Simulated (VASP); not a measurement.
Method: PBE GGA + U (Dudarev), VASP's PBE PAW potentials (set 64) (plane waves; VASP).

A VASP calculation is set up with these files.

**INCAR**
```
# general
SYSTEM     =  MnO2
PREC       =  Accurate
ENCUT      =  520   # plane-wave cut-off (eV)
LREAL      =  .FALSE.
LASPH      =  .TRUE.
ICHARG     =  11   # fixed density

# electronic loop
EDIFF      =  1E-7   # SCF stop (eV)
NELM       =  100   # most electronic steps
ALGO       =  Normal   # blocked Davidson
LMAXMIX    =  4   # l cut-off of mixed one-centre charges

# smearing
ISMEAR     =  0   # Gaussian
SIGMA      =  0.05

# functional
GGA        =  PE   # PBE

# spin
ISPIN      =  2
MAGMOM     =  3.0 -3.0 -0.0 2*0.0 -0.0

# DFT+U
LDAU       =  .TRUE.
LDAUTYPE   =  2   # Dudarev
LDAUL      =  2 -1
LDAUU      =  3.9 0
LDAUJ      =  0 0
LDAUPRINT  =  1

# output
LWAVE      =  .FALSE.
LCHARG     =  .FALSE.
LORBIT     =  11   # lm-projected
```

### KPOINTS
```
k-points along high-symmetry lines
8
Line-mode
Reciprocal
  0.000000   0.000000   0.000000 ! GAMMA
  0.500000   0.500000   0.000000 ! Y

  0.500000   0.500000   0.000000 ! Y
  0.500000   0.500000   0.000000 ! C_0

  0.500000  -0.500000   0.000000 ! SIGMA_0
  0.000000   0.000000   0.000000 ! GAMMA

  0.000000   0.000000   0.000000 ! GAMMA
  0.000000   0.000000   0.500000 ! Z

  0.000000   0.000000   0.500000 ! Z
  0.500000  -0.500000   0.500000 ! A_0

  0.500000   0.500000   0.500000 ! E_0
  0.500000   0.500000   0.500000 ! T

  0.500000   0.500000   0.500000 ! T
  0.500000   0.500000   0.000000 ! Y

  0.000000   0.000000   0.000000 ! GAMMA
  0.500000   0.000000   0.000000 ! S

  0.500000   0.000000   0.000000 ! S
  0.500000   0.000000   0.500000 ! R

  0.500000   0.000000   0.500000 ! R
  0.000000   0.000000   0.500000 ! Z

  0.000000   0.000000   0.500000 ! Z
  0.500000   0.500000   0.500000 ! T
```

File POSCAR:
```
MnO2
1.0
  4.4491830263   0.0000000000   0.0000000000
  0.0000000000   4.4491830263   0.0000000000
  0.0000000000   0.0000000000   2.9313697082
Mn O
2 4
Cart
  0.0000000000   0.0000000000   0.0000000000
  2.2245915132   2.2245915132   1.4656848541
  1.3602833337   1.3602833337   0.0000000000
  3.5848748469   0.8643081794   1.4656848541
  0.8643081794   3.5848748469   1.4656848541
  3.0888996926   3.0888996926   0.0000000000
```

POTCAR, in this order: Mn_pv O (PBE.64 set). Program: vasp_std. Read from the step before: CHGCAR.

The run wrote:

OUTCAR:
```
 ion  position               nearest neighbor table
   1  0.000  0.000  0.000-   4 1.91   5 1.91   4 1.91   5 1.91   3 1.92   6 1.92
   2  0.500  0.500  0.500-   3 1.91   6 1.91   3 1.91   6 1.91   5 1.92   4 1.92
   3  0.306  0.306  0.000-   2 1.91   2 1.91   1 1.92
   4  0.806  0.194  0.500-   1 1.91   1 1.91   2 1.92
   5  0.194  0.806  0.500-   1 1.91   1 1.91   2 1.92
   6  0.694  0.694  0.000-   2 1.91   2 1.91   1 1.92
  LATTYP: Found a simple tetragonal cell.
 ALAT       =     4.4491830263
 C/A-ratio  =     0.6588557249
 Subroutine PRICEL returns:
 Original cell was already a primitive cell.
 Subroutine GETGRP returns: Found 16 space group operations
The static configuration has the point symmetry D_2h.
 The point group associated with its full space group is D_4h.
The dynamic configuration has the point symmetry D_2h.
The overall configuration has the point symmetry D_2h.
 Subroutine INISYM returns: Found 16 space group operations
   k-points           NKPTS =     88   k-points in BZ     NKDIM =     88   number of bands    NBANDS=     30
   number of dos      NEDOS =    301   number of ions     NIONS =      6
   total plane-waves  NPLWV =  31104
   dimension x,y,z NGX =    36 NGY =   36 NGZ =   24
   dimension x,y,z NGXF=    72 NGYF=   72 NGZF=   48
   ions per type =               2   4
   PREC   = accura    normal or accurate (medium, high low for compatibility)
...
```

### OSZICAR
```
       N       E                     dE             d eps       ncg     rms          rms(c)
DAV:   1     0.585619517489E+03    0.58562E+03   -0.29404E+04 10728   0.202E+03
DAV:   2     0.148875905740E+02   -0.57073E+03   -0.54306E+03 11682   0.564E+02
DAV:   3    -0.394035308776E+02   -0.54291E+02   -0.51970E+02 13300   0.168E+02
DAV:   4    -0.416969337049E+02   -0.22934E+01   -0.18220E+01 11642   0.305E+01
DAV:   5    -0.417550266500E+02   -0.58093E-01   -0.58065E-01 12036   0.481E+00
DAV:   6    -0.417563763907E+02   -0.13497E-02   -0.13497E-02 11430   0.758E-01
DAV:   7    -0.417564221717E+02   -0.45781E-04   -0.45780E-04 13328   0.142E-01
DAV:   8    -0.417564236301E+02   -0.14584E-05   -0.14589E-05 11480   0.225E-02
DAV:   9    -0.417564236925E+02   -0.62437E-07   -0.61737E-07  9870   0.456E-03
   1 F= -.41756424E+02 E0= -.41756398E+02  d E =-.506414E-04  mag=    -0.0000
```

OUTCAR:
```



 magnetization (x)

# of ion       s       p       d       tot
------------------------------------------
    1        0.019   0.031   2.941   2.991
    2       -0.019  -0.031  -2.941  -2.991
    3       -0.001   0.022   0.000   0.021
    4        0.001  -0.022   0.000  -0.021
    5        0.001  -0.022   0.000  -0.021
    6       -0.001   0.022   0.000   0.021
--------------------------------------------------
tot          0.000   0.000  -0.000  -0.000
```
(Selected blocks of OUTCAR.)

OUTCAR:
```
 val. band max:        4.6302727184   @ k =   0.0000   0.0000   0.0000

 cond. band min:       4.8289112626   @ k =   0.0000   0.0000   0.0000



 spin component 1

 k-point     1 :       0.0000    0.0000    0.0000
  band No.  band energies     occupation
      1     -46.3391      1.00000
      2     -46.2868      1.00000
      3     -46.2360      1.00000
      4     -43.0487      1.00000
      5     -42.9619      1.00000
      6     -42.9512      1.00000
      7     -14.6241      1.00000
      8     -12.8503      1.00000
      9     -12.5085      1.00000
     10     -12.4915      1.00000
     11      -2.9830      1.00000
     12      -1.7924      1.00000
     13      -1.6863      1.00000
     14      -0.7865      1.00000
     15      -0.5987      1.00000
     16       0.9813      1.00000
     17       1.0694      1.00000
     18       1.2072      1.00000
     19       1.3006      1.00000
     20       1.5815      1.00000
     21       2.0151      1.00000
     22       3.3685      1.00000
     23       3.9944      1.00000
     24       4.0448      1.00000
     25       4.6303      0.99756
     26       4.8289      0.00253
     27       6.0441      0.00000
     28       6.8371      0.00000
     29       7.8182      0.00000
     30       8.1562      0.00000

 k-point     2 :       0.0714    0.0714    0.0000
  band No.  band energies     occupation
      1     -46.3391      1.00000
      2     -46.2868      1.00000
      3     -46.2360      1.00000
      4     -43.0487      1.00000
      5     -42.9619      1.00000
      6     -42.9512      1.00000
      7     -14.5869      1.00000
      8     -12.8909      1.00000
      9     -12.5179      1.00000
     10     -12.4984      1.00000
     11      -2.9558      1.00000
     12      -1.6911      1.00000
     13      -1.6443      1.00000
     14      -0.7890      1.00000
     15      -0.5558      1.00000
     16       0.7947      1.00000
     17       0.9762      1.00000
...
```

The density is held fixed in this step, so its total energy and stress have no physical meaning.

The compound is MnO2 in the rutile structure. It was relaxed first.
